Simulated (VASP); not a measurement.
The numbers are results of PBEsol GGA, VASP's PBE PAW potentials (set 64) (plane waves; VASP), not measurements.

VASP ran on this input.

INCAR:
```
ALGO = Normal
EDIFF = 1E-6
EDIFFG = -0.02
ENCUT = 400
GGA = PS
IBRION = 2
ISIF = 3
ISMEAR = 0
ISPIN = 2
LASPH = T
LCHARG = F
LMAXMIX = 4
LORBIT = 10
LREAL = F
LWAVE = F
MAGMOM = 5.0 -5.0 2*0.0
NELM = 100
NSW = 60
PREC = Accurate
SIGMA = 0.05
SYSTEM = MnS
```

File POSCAR:
```
MnS
1.0
  5.0227847741   2.5050607839   2.5050607839
  2.5050607839   5.0227847741   2.5050607839
  2.5050607839   2.5050607839   5.0227847741
Mn S
2 2
Direct
  0.0000000000   0.0000000000   0.0000000000
  0.5000000000   0.5000000000   0.5000000000
  0.2500000000   0.2500000000   0.2500000000
  0.7500000000   0.7500000000   0.7500000000
```

### KPOINTS
```
Automatic
0
gamma
 7 7 7
0 0 0
```

POTCAR, in this order: Mn_pv S (PBE.64 set). Program: vasp_std.

Output of the run:

**OSZICAR**
```
       N       E                     dE             d eps       ncg     rms          rms(c)
DAV:   1     0.335600717936E+03    0.33560E+03   -0.18895E+04  4528   0.152E+03
DAV:   2    -0.100718106788E+01   -0.33661E+03   -0.33213E+03  4090   0.442E+02
DAV:   3    -0.313854882877E+02   -0.30378E+02   -0.29874E+02  5751   0.124E+02
DAV:   4    -0.322261314007E+02   -0.84064E+00   -0.84018E+00  4721   0.204E+01
DAV:   5    -0.322432880960E+02   -0.17157E-01   -0.17153E-01  5120   0.334E+00    0.186E+01
DAV:   6    -0.299089200737E+02    0.23344E+01   -0.23749E+01  5404   0.467E+01    0.145E+01
DAV:   7    -0.301001510333E+02   -0.19123E+00   -0.24817E+00  4854   0.170E+01    0.847E+00
DAV:   8    -0.301243190015E+02   -0.24168E-01   -0.31492E-01  5551   0.481E+00    0.394E+00
DAV:   9    -0.301080923113E+02    0.16227E-01   -0.63049E-02  5494   0.246E+00    0.425E-01
DAV:  10    -0.301114675468E+02   -0.33752E-02   -0.75209E-03  4923   0.661E-01    0.266E-01
DAV:  11    -0.301116660375E+02   -0.19849E-03   -0.57403E-04  4790   0.160E-01    0.143E-01
DAV:  12    -0.301117174616E+02   -0.51424E-04   -0.10041E-04  4867   0.617E-02    0.905E-02
DAV:  13    -0.301117341542E+02   -0.16693E-04   -0.47163E-05  4740   0.416E-02    0.191E-02
DAV:  14    -0.301117321915E+02    0.19627E-05   -0.14398E-05  5145   0.309E-02    0.102E-02
DAV:  15    -0.301117336603E+02   -0.14687E-05   -0.20976E-06  2907   0.173E-02    0.445E-03
DAV:  16    -0.301117337349E+02   -0.74570E-07   -0.22507E-07  2507   0.357E-03
   1 F= -.30111734E+02 E0= -.30111734E+02  d E =-.301117E+02  mag=    -0.0000
       N       E                     dE             d eps       ncg     rms          rms(c)
DAV:   1    -0.301207571724E+02   -0.90235E-02   -0.19577E-01  4258   0.523E+00    0.901E-01
DAV:   2    -0.301126241097E+02    0.81331E-02   -0.47518E-02  4288   0.290E+00    0.767E-01
DAV:   3    -0.301127164469E+02   -0.92337E-04   -0.23907E-03  4386   0.463E-01    0.178E-01
DAV:   4    -0.301123355341E+02    0.38091E-03   -0.13841E-03  5282   0.290E-01    0.105E-01
DAV:   5    -0.301122519246E+02    0.83610E-04   -0.31519E-04  5007   0.175E-01    0.607E-02
DAV:   6    -0.301122423664E+02    0.95582E-05   -0.34298E-05  5104   0.443E-02    0.272E-02
DAV:   7    -0.301122437336E+02   -0.13672E-05   -0.46080E-06  3959   0.215E-02    0.774E-03
DAV:   8    -0.301122434184E+02    0.31514E-06   -0.12391E-06  2332   0.753E-03
   2 F= -.30112243E+02 E0= -.30112243E+02  d E =-.509684E-03  mag=     0.0000
```

OUTCAR:
```
------------------------ aborting loop because EDIFF is reached ----------------------------------------
  FORCE on cell =-STRESS in cart. coord.  units (eV):
  Direction    XX          YY          ZZ          XY          YZ          ZX
  --------------------------------------------------------------------------------------
  Total        0.0215050      0.0215050      0.0215050     -0.0496487     -0.0496487     -0.0496487
  in kB        0.5438160      0.5438160      0.5438160     -1.2555099     -1.2555099     -1.2555099
  external PRESSURE =       0.5438160 kB  Pullay stress =       0.0000000 kB
  volume of cell :       63.36
      direct lattice vectors                 reciprocal lattice vectors
     5.011735705  2.494816193  2.494816193     0.298202824 -0.099108252 -0.099108252
     2.494816193  5.011735705  2.494816193    -0.099108252  0.298202824 -0.099108252
     2.494816193  2.494816193  5.011735705    -0.099108252 -0.099108252  0.298202824
 POSITION                                       TOTAL-FORCE (eV/Angst)
 -----------------------------------------------------------------------------------
      2.49482      5.01174      2.49482        -0.000000     -0.000000      0.000000
      5.00068      5.00068      5.00068         0.000000     -0.000000      0.000000
      2.50034      2.50034      2.50034         0.000000     -0.000000     -0.000000
      7.50103      7.50103      7.50103        -0.000000      0.000000     -0.000000
 -----------------------------------------------------------------------------------
    total drift:                                0.000000     -0.000000     -0.000000
  FREE ENERGIE OF THE ION-ELECTRON SYSTEM (eV)
  ---------------------------------------------------
  free  energy   TOTEN  =       -30.1122434184 eV

  energy  without entropy=      -30.1122434182  energy(sigma->0) =      -30.11224342

 total charge

# of ion       s       p       d       tot
------------------------------------------
    1        0.235   6.199   4.998  11.432
    2        0.235   6.199   4.998  11.432
    3        1.320   2.410   0.000   3.730
    4        1.320   2.410   0.000   3.730
--------------------------------------------------
tot          3.109  17.219   9.996  30.324

 magnetization (x)

# of ion       s       p       d       tot
------------------------------------------
    1        0.013   0.015   4.000   4.028
    2       -0.013  -0.015  -4.000  -4.028
    3        0.000   0.000   0.000   0.000
    4        0.000   0.000   0.000   0.000
--------------------------------------------------
tot          0.000   0.000   0.000   0.000

 reached required accuracy - stopping structural energy minimisation
```
(Selected blocks of OUTCAR.)

CONTCAR:
```
MnS
   1.00000000000000
     5.0117357045215307    2.4948161929506680    2.4948161929506680
     2.4948161929506680    5.0117357045215307    2.4948161929506680
     2.4948161929506680    2.4948161929506680    5.0117357045215307
  Mn              S
     2     2
Direct
     0.0000000000000000    1.0000000000000000    0.0000000000000000
     0.5000000000000000    0.5000000000000000    0.5000000000000000
     0.2500000000000000    0.2500000000000000    0.2500000000000000
     0.7500000000000000    0.7500000000000000    0.7500000000000000
```

The compound is MnS in the rock salt, AFM-II order structure. This run relaxes it. Symmetry was kept, so distortions that lower it aren't found. The start is the result of an earlier pass.
